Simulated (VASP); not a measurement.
Output of a VASP run:

### OSZICAR
```
...
       N       E                     dE             d eps       ncg     rms          rms(c)
DAV:   1    -0.597048948975E+01   -0.14790E-02   -0.47398E-02   624   0.130E+00    0.137E-01
DAV:   2    -0.597004941699E+01    0.44007E-03   -0.15899E-03   654   0.272E-01    0.693E-02
DAV:   3    -0.596988117603E+01    0.16824E-03   -0.45472E-04   709   0.126E-01    0.241E-02
DAV:   4    -0.596987918261E+01    0.19934E-05   -0.30787E-05   709   0.371E-02    0.111E-02
DAV:   5    -0.596987925610E+01   -0.73488E-07   -0.17138E-06   412   0.106E-02
   4 F= -.59698793E+01 E0= -.59698793E+01  d E =-.868750E-03
       N       E                     dE             d eps       ncg     rms          rms(c)
DAV:   1    -0.597702839862E+01   -0.71492E-02   -0.42938E-01   624   0.391E+00    0.412E-01
DAV:   2    -0.597303567928E+01    0.39927E-02   -0.14370E-02   659   0.819E-01    0.208E-01
DAV:   3    -0.597150723693E+01    0.15284E-02   -0.41471E-03   709   0.380E-01    0.710E-02
DAV:   4    -0.597149327220E+01    0.13965E-04   -0.27401E-04   709   0.111E-01    0.335E-02
DAV:   5    -0.597149752743E+01   -0.42552E-05   -0.16616E-05   694   0.316E-02    0.988E-03
DAV:   6    -0.597149799940E+01   -0.47197E-06   -0.25274E-06   634   0.111E-02
   5 F= -.59714980E+01 E0= -.59714980E+01  d E =-.248749E-02
       N       E                     dE             d eps       ncg     rms          rms(c)
DAV:   1    -0.599254646812E+01   -0.21049E-01   -0.17331E+00   624   0.789E+00    0.828E-01
DAV:   2    -0.597622921653E+01    0.16317E-01   -0.57863E-02   659   0.164E+00    0.418E-01
DAV:   3    -0.596995894976E+01    0.62703E-02   -0.17044E-02   704   0.773E-01    0.137E-01
DAV:   4    -0.596991407832E+01    0.44871E-04   -0.10710E-03   699   0.220E-01    0.681E-02
DAV:   5    -0.596993300293E+01   -0.18925E-04   -0.64937E-05   689   0.627E-02    0.196E-02
DAV:   6    -0.596993599638E+01   -0.29934E-05   -0.97565E-06   669   0.220E-02    0.537E-03
DAV:   7    -0.596993601356E+01   -0.17176E-07   -0.64146E-07   422   0.638E-03
   6 F= -.59699360E+01 E0= -.59699359E+01  d E =-.925508E-03
       N       E                     dE             d eps       ncg     rms          rms(c)
DAV:   1    -0.598414444106E+01   -0.14208E-01   -0.94589E-01   624   0.578E+00    0.618E-01
DAV:   2    -0.597527810215E+01    0.88663E-02   -0.31471E-02   659   0.122E+00    0.314E-01
DAV:   3    -0.597175695779E+01    0.35211E-02   -0.90021E-03   704   0.557E-01    0.111E-01
DAV:   4    -0.597170309225E+01    0.53866E-04   -0.63050E-04   714   0.166E-01    0.496E-02
DAV:   5    -0.597171980541E+01   -0.16713E-04   -0.36674E-05   684   0.471E-02    0.139E-02
DAV:   6    -0.597172298306E+01   -0.31777E-05   -0.54141E-06   659   0.163E-02    0.373E-03
DAV:   7    -0.597172348571E+01   -0.50265E-06   -0.34950E-07   317   0.472E-03
   7 F= -.59717235E+01 E0= -.59717235E+01  d E =-.271298E-02
       N       E                     dE             d eps       ncg     rms          rms(c)
DAV:   1    -0.597206097697E+01   -0.33799E-03   -0.32621E-02   624   0.112E+00    0.904E-02
DAV:   2    -0.597204881879E+01    0.12158E-04   -0.13817E-03   729   0.261E-01    0.414E-02
DAV:   3    -0.597199786654E+01    0.50952E-04   -0.72960E-05   649   0.517E-02    0.190E-02
DAV:   4    -0.597198691226E+01    0.10954E-04   -0.32354E-05   699   0.330E-02    0.647E-03
DAV:   5    -0.597198650400E+01    0.40826E-06   -0.86852E-07   340   0.707E-03
   8 F= -.59719865E+01 E0= -.59719865E+01  d E =-.263018E-03
```

**OUTCAR**
```
------------------------ aborting loop because EDIFF is reached ----------------------------------------
  FORCE on cell =-STRESS in cart. coord.  units (eV):
  Direction    XX          YY          ZZ          XY          YZ          ZX
  --------------------------------------------------------------------------------------
  Total       -0.0141406     -0.0141406     -0.0503423      0.0000000     -0.0000000      0.0000000
  in kB       -0.3092778     -0.3092778     -1.1010676      0.0000000     -0.0000000      0.0000000
  external PRESSURE =      -0.5732078 kB  Pullay stress =       0.0000000 kB
  volume of cell :       73.25
      direct lattice vectors                 reciprocal lattice vectors
     2.022642383 -3.503319362  0.000000000     0.247201386 -0.142721787  0.000000000
     2.022642383  3.503319362 -0.000000000     0.247201386  0.142721787 -0.000000000
     0.000000000  0.000000000  5.168930106     0.000000000  0.000000000  0.193463634
 POSITION                                       TOTAL-FORCE (eV/Angst)
 -----------------------------------------------------------------------------------
      2.52854     -2.62708      3.44596         0.007054      0.012218      0.000000
      3.03350      0.00000      0.00000        -0.014108     -0.000000      0.000000
      2.52854      2.62708      1.72297         0.007054     -0.012218     -0.000000
 -----------------------------------------------------------------------------------
    total drift:                               -0.000227     -0.000431      0.000012
  FREE ENERGIE OF THE ION-ELECTRON SYSTEM (eV)
  ---------------------------------------------------
  free  energy   TOTEN  =        -5.9719865040 eV

  energy  without entropy=       -5.9719865039  energy(sigma->0) =       -5.97198650

 reached required accuracy - stopping structural energy minimisation
```
(Selected blocks of OUTCAR.)

**POSCAR**
```
Se
1
    2.0440240226    -3.5403534474     0.0000000000
    2.0440240226     3.5403534474    -0.0000000000
    0.0000000000     0.0000000000     5.0758695182
Se
3
Direct
  1.0000000000   0.2467083398   0.6666670000
  0.7532916602   0.7532916602   0.0000000000
  0.2467083398   1.0000000000   0.3333330000
```

Task: Reconstruct the remaining input files.

Result: This is not unique; one that fits is the input of the run itself, vdW-DF-cx, plane waves, VASP's PBE PAW potentials (set 64).

**KPOINTS**
```
Regular mesh
0
gamma
 6 6 4
```

INCAR:
```
AGGAC = 0.0
ALGO = Normal
EDIFF = 1E-6
EDIFFG = -0.02
ENCUT = 520
GGA = CX
IBRION = 2
ISIF = 3
ISMEAR = 0
LASPH = T
LCHARG = F
LMAXMIX = 4
LREAL = F
LUSE_VDW = T
LWAVE = F
NELM = 100
NSW = 60
PREC = Accurate
SIGMA = 0.05
SYSTEM = Se
```

POTCAR, in this order: Se (PBE.64 set). Program: vasp_std.

The compound is Se in the trig structure. This run relaxes it. Symmetry was kept, so distortions that lower it aren't found. The start is the result of an earlier pass.
